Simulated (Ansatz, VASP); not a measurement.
# BAs: VASP beside Ansatz, part 2 of 2

Aim: how closely do two programs agree when they are given the same cell, functional and k mesh? The cell is taken from a series of runs on this material, whose earlier steps may have relaxed, scaled, displaced or heated it; both programs get it as it stands.

VASP 6.6.1 and Ansatz 0.2.0.

So far: Starting point; VASP: zone-centre phonons, LDA.

### 3. Ansatz: zone-centre phonons, LDA

Level of this step: Ansatz beside VASP: Kohn-Sham DFT, plane waves, LDA (Ansatz).

Ansatz runs on its default PAW (the set named soft_2) files.

The same cell, functional (in two slightly different forms) and mesh now go to Ansatz, which takes its cutoff from its data sets.

Contents of input.yaml:

```yaml
crystal:
  lattice:
    - [0.0, 2.3764972849, 2.3764972849]
    - [2.3764972849, 0.0, 2.3764972849]
    - [2.3764972849, 2.3764972849, 0.0]
  atoms:
    - { symbol: B, position: [0.0, 0.0, 0.0] }
    - { symbol: As, position: [0.75, 0.75, 0.75] }
kpoints:
  mp_grid: { grid: [12, 12, 12] }
hamiltonian:
  xc: lda
scf:
  occupations: { method: fixed }
output:
  eigenvalues: true
phonons:
  method: dfpt
  qmesh: [3, 3, 3]
  temperatures: { t_max: 1000, t_step: 50 }
  qpath:
    path:
      - [[0.0, 0.0, 0.0], [-0.5, -0.5, 0.0], [-0.375, -0.375, 0.25]]
      - [[-0.375, 0.0, 0.375], [0.0, 0.0, 0.0], [0.0, 0.0, 0.5], [-0.5, -0.25, 0.25], [-0.5, -0.5, 0.0]]
    npoints: 10
```

On the command line:

```bash
$ ansatz run input.yaml --threads 8 --pin off --max-ram 16384MiB --backend cpu --events-out ev --progress --plain --runs-dir out
```

Numbers of over 12 decimals in the logs are rounded to 6 here.

The log of the run:

```text
Warning: phonons: the dynamical matrix that this run interpolates holds no multipole term above the dipole-dipole one, and a site of this crystal is no centre of inversion, so its interpolated transverse optical and acoustic branches and sound speeds can stay off near Gamma, and the density of states and the thermodynamics with them. What a run solves at a wave vector of phonons.qpoints, Gamma apart, where the deck admits one, is free of this, and under fd what a larger phonons.supercell samples
Engine: ansatz 0.2.0, x86_64-unknown-linux-gnu
Pseudopotentials: kind: paw
Pseudopotential: B, paw, valence charge 3, recommended cutoff 420 eV (normal), B.paw.azcp
Pseudopotential: As, paw, valence charge 15, recommended cutoff 420 eV (normal), As.paw.azcp
Functional definition: SPW92
  exchange = slater_x
  correlation = pw_c
Crystal: 2 atoms, lattice volume = 26.844 Å³
Basis set: ecut = 420 eV, 531 PW (Γ), exchange–correlation on 48×48×48 points (8 copies of the dense FFT grid, shifted against one another)
Bands: 13, of which v1, the nominal top of the filled ones, is band 9 counted from 1 (8 counted from 0)
Symmetry: 24 space group operations
k-points: 72 of 1728 (time reversal used)
Non-local potential: B, projectors of the file, l = 0: 2, l = 1: 2, l = 2: 1
Non-local potential: As, projectors of the file, l = 0: 2, l = 1: 2, l = 2: 3, l = 3: 1
PAW form: soft (Blöchl's): semilocal exchange-correlation on the pseudo side does not see the compensation charge
PAW frozen core: B, regenerated for the run's functional, and the local potential with it (the file was generated under x = pbe(κ = 0.804, μ = 0.219515), c = pbe(β = 0.066725))
PAW frozen core: As, regenerated for the run's functional, and the local potential with it (the file was generated under x = pbe(κ = 0.804, μ = 0.219515), c = pbe(β = 0.066725))
PAW one-centre angular grid: B, 110 points (default); XC on 64 Gauss nodes
PAW one-centre angular grid: As, 590 points (default); XC on 64 Gauss nodes
Initial density: superposition of atomic densities (neutral atoms: chi_scale 0, normalization atom), corrected by the library's trained network
Initial wavefunctions: pseudopotential atomic-orbital guess
Functional: x = slater, c = lda
SCF iter   1: F=—  HF=-4923.531775 eV  |F-HF|=—  |Δ(HF+E_count)|=         —  Δρ=7.21e-3  dr2=1.40e-2  ethr=1.77e-3  ⟨swp⟩=4.4  Hψ=4689  notcnv=0  defer=99
preconditioner: auto → none  [insulator: Δε(μ)=1.116 eV  Ē_g=12.471 eV  n_scr=8 (ndim 8)  ℏωp=20.3 eV  f_vac=0.000  ε∞_Penn≈3.6]
SCF iter   2: F=—  HF=-4923.527322 eV  |F-HF|=—  |Δ(HF+E_count)|=   4.45e-3  Δρ=2.18e-3  dr2=7.26e-4  ethr=7.75e-5  ⟨swp⟩=2.0  Hψ=1705  notcnv=0  defer=135
SCF iter   3: F=—  HF=-4923.526991 eV  |F-HF|=—  |Δ(HF+E_count)|=   3.31e-4  Δρ=1.06e-3  dr2=1.27e-4  ethr=4.03e-6  ⟨swp⟩=2.0  Hψ=1737  notcnv=0  defer=135
SCF iter   4: F=—  HF=-4923.526967 eV  |F-HF|=—  |Δ(HF+E_count)|=   2.42e-5  Δρ=3.82e-4  dr2=1.50e-5  ethr=7.04e-7  ⟨swp⟩=1.0  Hψ=936  notcnv=0  defer=36
SCF iter   5: F=—  HF=-4923.526963 eV  |F-HF|=—  |Δ(HF+E_count)|=   3.71e-6  Δρ=6.36e-5  dr2=4.30e-7  ethr=8.31e-8  ⟨swp⟩=2.1  Hψ=1514  notcnv=0
SCF iter   6: F=—  HF=-4923.526963 eV  |F-HF|=—  |Δ(HF+E_count)|=   3.03e-7  Δρ=5.84e-6  dr2=3.23e-9  ethr=2.39e-9  ⟨swp⟩=1.0  Hψ=936  notcnv=0
SCF iter   7: F=—  HF=-4923.526963 eV  |F-HF|=—  |Δ(HF+E_count)|=  5.95e-10  Δρ=3.79e-7  dr2=2.95e-11  ethr=1.80e-11  ⟨swp⟩=2.9  Hψ=1598  notcnv=0
SCF iter   8: F=-4923.526963 eV  HF=-4923.526963 eV  |F-HF|=1.82e-12  |Δ(HF+E_count)|=  7.28e-12  Δρ=3.37e-8  dr2=2.20e-13  ethr=1.00e-12  ⟨swp⟩=5.6  Hψ=4043  notcnv=0
SCF 1 converged in 8 iterations: F = -4923.526963 eV  dr2 = 2.20e-13
  greatest PAW one-centre occupation: 0.999 electrons in one spin orbital (limit 2), on the As atom at site 1 (counted from 0), in its partial waves of l = 2
k-points: 280 of 1728 (irreducible under 4 space group operations, time reversal used)
Initial density: read from a saved state, or passed on in memory by an earlier SCF of this step, an earlier step, the calling program or the single point that the run made first
iter 1 solved again at ethr=6.05e-8 eV; its pass at ethr=3.10e-3 eV (dr2=1.09e-5 eV) is discarded
SCF iter   1: F=—  HF=-4923.526963 eV  |F-HF|=—  |Δ(HF+E_count)|=         —  Δρ=1.35e-7  dr2=5.38e-12  ethr=6.05e-8  ⟨swp⟩=2.2  Hψ=27171  notcnv=0  defer=525
eigensolver tolerance schedule: the retry pair's looser diagonalisation over-reported the residual by 2023577.11 of it (diagonalisation noise at an unbounded share of the residual, at the tolerance the schedule requests for it); recorded, not acted on — ethr = c·dr2/N_el stays at c = 1.0e-1
preconditioner: auto → none  [insulator: Δε(μ)=1.122 eV  Ē_g=12.460 eV  n_scr=8 (ndim 8)  ℏωp=20.3 eV  f_vac=0.000  ε∞_Penn≈3.6]
SCF iter   2: F=—  HF=-4923.526963 eV  |F-HF|=—  |Δ(HF+E_count)|=   1.56e-7  Δρ=1.37e-7  dr2=6.56e-12  ethr=1.00e-12  ⟨swp⟩=4.8  Hψ=14930  notcnv=0
SCF iter   3: F=-4923.526963 eV  HF=-4923.526963 eV  |F-HF|=0.00e0  |Δ(HF+E_count)|=  5.46e-12  Δρ=5.81e-8  dr2=9.58e-13  ethr=1.00e-12  ⟨swp⟩=1.0  Hψ=8400  notcnv=0
SCF 2 converged in 3 iterations: F = -4923.526963 eV  dr2 = 9.58e-13
NSCF: frozen V_eff on 1 k-points
DFPT response loops at Γ: preconditioner auto → none (the input reference at scf.mixing.eps_inf says where Resta's filter doesn't serve); β = 0.50; Broyden in place of MSR1
NSCF: frozen V_eff on 72 k-points
NSCF: frozen V_eff on 163 k-points
DFPT response loops at q = (0, 0, 0) (fractional): mixed as the last ones told, above
NSCF: frozen V_eff on 1872 k-points
DFPT response loops at q = (0, 0, 0.333333) (fractional): preconditioner auto → Resta (q_TF=auto, 2.552 Å⁻¹)  ε∞=7.3 (no band partly filled); β = 1.00, the filter's whole step (`scf.mixing.beta` (0.50) is not read by the response loops at its default; to damp them type it under 1.00, their step now; it binds the ground state too); Broyden in place of MSR1
NSCF: frozen V_eff on 1020 k-points
DFPT response loops at q = (0, 0.333333, 0.333333) (fractional): preconditioner auto → none (the input reference at scf.mixing.eps_inf says where Resta's filter doesn't serve); β = 0.50; Broyden in place of MSR1
NSCF: frozen V_eff on 1872 k-points
DFPT response loops at q = (0, 0.333333, -0.333333) (fractional): preconditioner auto → Resta (q_TF=auto, 2.552 Å⁻¹)  ε∞=7.3 (no band partly filled); β = 1.00, the filter's whole step (`scf.mixing.beta` (0.50) is not read by the response loops at its default; to damp them type it under 1.00, their step now; it binds the ground state too); Broyden in place of MSR1
SCF converged after 8 iterations
Free energy (F): -4923.526963 eV
Harris-Foulkes:  -4923.526963 eV  (|F-HF|=1.82e-12)
Internal energy: -4923.526963 eV  (E = F + TS)
E sigma→0 (E₀):  -4923.526963 eV
Fermi energy:    11.082216 eV
--- Per-component energies (eV) ---
  E_band       = -212.599522
  E_kinetic    = 153.274019
  E_local      = -1689.756596  (includes V_loc(G=0)·N_el)
  E_nonlocal   = -651.948678
  E_hartree    = 936.433990
  E_xc         = -111.318467
  E_vxc        = -118.225398  (∫ρ·V_xc dr)
  E_paw        = -1827.841124  (= ΣΔE_a)
  E_vpaw       = 221.189138  (= ΣTr[D̂ρ^β])
  E_aug_tail   = 0.000009  (compensation charges beyond the density's cutoff)
  E_ewald      = -1734.491180
  E_core_change = 2.121064  (= ΣΔE_core)
  E_smearing   = -0.000000  (= −TS)
  E_closure    = -0.000000  (closes the sum)
  Σ components = -4923.526963   (vs F -4923.526963, Δ=0.00e0)
--- Band table (eV; the first three rows and the last of 72) ---
  k-point 0: bands = [... 5 lower, -4.4467, 11.0822, 11.0822, 11.0822, 14.3549, 14.3549, 14.3549, 15.9224]
  k-point 1: bands = [... 5 lower, -4.3314, 10.0419, 10.8601, 10.8601, 14.5129, 14.6465, 14.6465, 16.5287]
  k-point 2: bands = [... 5 lower, -3.9892, 8.1110, 10.3916, 10.3916, 14.4139, 15.2513, 15.2513, 17.8135]
  k-point 71: bands = [... 5 lower, -0.0865, 3.0904, 5.4936, 5.7941, 16.2871, 17.0203, 17.8242, 18.2271]
--- Phonons (Γ-DFPT): 2 representative perturbations + reference (Σ response iterations 6) ---
  ASR residual: 1.820e-5 → 0.000e0 eV/Å²; symmetrization residual: 6.186e-7 eV/Å²
  ASR residual per site (eV/Å²): 1.00e-5 1.82e-5
  Γ frequencies (cm⁻¹): 0.00 0.00 0.00 690.66 690.66 690.66
  Unit cell's response to a homogeneous field, on a k mesh of 12×12×12: 1 representative field direction (Σ response iterations 7)
  ε∞ (high-frequency dielectric tensor):
        9.684825     0.000000     0.000000
       -0.000000     9.684825     0.000000
        0.000000     0.000000     9.684825
  ε⁰ (static dielectric tensor): not given — the deck does not say what the cell's rigid motions are, and on a molecule in a box or a wire the rigid rotations would enter the sum over the modes at Γ. For a crystal or a slab, whose only rigid motions are the translations, set phonons.rigid_motions: translations.
  Born effective charges Z* (e; rows j = field, columns β = displacement):
    site 0:
        -0.50159   -0.00000    0.00000
         0.00000   -0.50159   -0.00000
        -0.00000   -0.00000   -0.50159
    site 1:
         0.50159    0.00000   -0.00000
        -0.00000    0.50159    0.00000
         0.00000    0.00000    0.50159
  Z* charge neutrality: 5.739e-6 e pre-enforcement
  k-mesh period / interband length: 40.3 Å / 2.71 Å = 14.87 at k = (0.0000, 0.0000, 0.0000), direct gap 3.273 eV — 14 or more, which is no proof of convergence
  optical modes at Γ without the LO–TO term, one row a degenerate level:
      ω (cm⁻¹)  modes    IR ((D/Å)²/amu)
        690.66      3             1.8432
  optical modes at Γ + LO–TO along q̂ = [1.0000, 0.0000, 0.0000]:
      ω (cm⁻¹)  modes    IR ((D/Å)²/amu)
        690.66      2             1.2288
        694.30      1             0.6144
  optical modes at Γ + LO–TO along q̂ = [0.0000, 1.0000, 0.0000]:
      ω (cm⁻¹)  modes    IR ((D/Å)²/amu)
        690.66      2             1.2288
        694.30      1             0.6144
  optical modes at Γ + LO–TO along q̂ = [0.0000, 0.0000, 1.0000]:
      ω (cm⁻¹)  modes    IR ((D/Å)²/amu)
        690.66      2             1.2288
        694.30      1             0.6144
--- Phonons (arbitrary-q DFPT): 4 irreducible q on the 3×3×3 mesh ---
  q = [0.0000, 0.0000, 0.0000] (star 1, of the zone-centre solve; hermiticity 7.47e-8, symmetrization 1.21e-12): -0.00 -0.00 0.00 690.66 690.66 690.66
  q = [0.0000, 0.0000, 0.3333] (star 8, 2 solved perturbations on 936 of 1728 k-point pairs; hermiticity 4.04e-8, symmetrization 1.78e-12): 128.35 128.35 268.14 669.23 669.23 699.98
  q = [0.0000, 0.3333, 0.3333] (star 6, 4 solved perturbations in 1608 linear systems a pass and spin channel, the states on 510 of 1728 k-point pairs; hermiticity 3.35e-8, symmetrization 1.10e-13): 175.06 175.06 277.23 638.98 638.98 720.73
  q = [0.0000, 0.3333, -0.3333] (star 12, 4 solved perturbations in 2892 linear systems a pass and spin channel, the states on 936 of 1728 k-point pairs; hermiticity 3.19e-8, symmetrization 6.03e-13): 182.16 258.45 268.50 626.98 638.26 705.72
  sum rule: each row above includes the acoustic sum rule's correction from the zone centre's row sums; it moved no ω² by more than (0.50 cm⁻¹)²
  mesh force constants: q→R imaginary residual 1.61e-16; ASR residual 1.820e-5 → 0.000e0 eV/Å²; symmetrization residual 1.066e-14 eV/Å²
  interpolated dispersion: 63 rows × 6 modes
  density of states and harmonic sums: on the 24×24×24 q-mesh, interpolated from the force constants of a 3×3×3 supercell (with the dipole–dipole term)
  largest difference from the sums on the solved wave vectors: F 1.86e-2 eV, S 2.81e-5 and C_V 9.55e-6 eV/K
  zero-point energy: 0.162474 eV/cell   skipped modes (ω ≤ 0): 3   left out of the sums: 3.62e-5 of the cell's modes: C_V's classical limit lies that fraction below 3 k_B per atom; for a crystal, a wire or a layer, F and S can be off by more, and a phonons.interpolated_qmesh denser along its periods is the remedy for the sampling
```

### 4. Comparison

Known differences besides the potentials themselves: the two LDA forms differ slightly; fixed occupations in Ansatz, narrow Gaussian smearing in VASP; VASP's run holds the zone centre alone; the data sets hold 18 valence electrons in Ansatz (on its default PAW (the set named soft_2) files) and 8 in VASP; the cutoff is 420 eV in Ansatz and 500 eV in VASP; VASP's log shows a relativistic correction to its local exchange, Ansatz's none. Total energies have different zeros and are not compared.

Both answers:

| quantity | Ansatz | VASP | difference |
| --- | --- | --- | --- |
| ε∞ xx | 9.68 | 9.70 | -0.17 % |
| ε∞ yy | 9.68 | 9.70 | -0.17 % |
| ε∞ zz | 9.68 | 9.70 | -0.17 % |
| Born charge of B1 (mean of the diagonal) (e) | -0.50 | -0.54 | +0.04 |
| Born charge of As2 (mean of the diagonal) (e) | 0.50 | 0.54 | -0.04 |
| optical mode 1 to 3 (cm⁻¹) | 690.7 | 695.4 | -0.69 % |

Modes are paired by rising frequency, not by their patterns, so a pair may set unlike modes beside each other; they are those without the splitting of longitudinal modes.

### 5. Summary of results

```yaml
r_m_s_difference_of_the_optical_zone_centre_modes_each_program_s_sorted_by_frequency_zone_centre_phonons_lda: 4.8 cm⁻¹
difference_in_optical_mode_1_to_3_zone_centre_phonons_lda: -0.7 %
```

The r.m.s. difference of the optical zone-centre modes, each program's sorted by frequency is 4.8 cm⁻¹ (zone-centre phonons, LDA). The data sets hold unlike numbers of valence electrons (18 in Ansatz and 8 in VASP), so part of the differences comes from the potentials. Among the rows given in per cent, the largest difference of the zone-centre phonons, LDA pair is in optical mode 1 to 3, -0.7 %. Such differences can come from data sets, numerical settings and the points named under the comparisons, not from the functional's error against experiment.

[Lines on the potential files, build, host, timing and source positions are cut from VASP's logs without a mark.]

[Logs are printed without paths, hosts, clocks, repeated set-up lines and the standing remarks that a program may print on its own settings, such as how far it seeks lower states.]

[Hosts, paths, dates, database ids (printed as entryN), source tags and the programs' standing remarks are cut or masked in the printed files.]
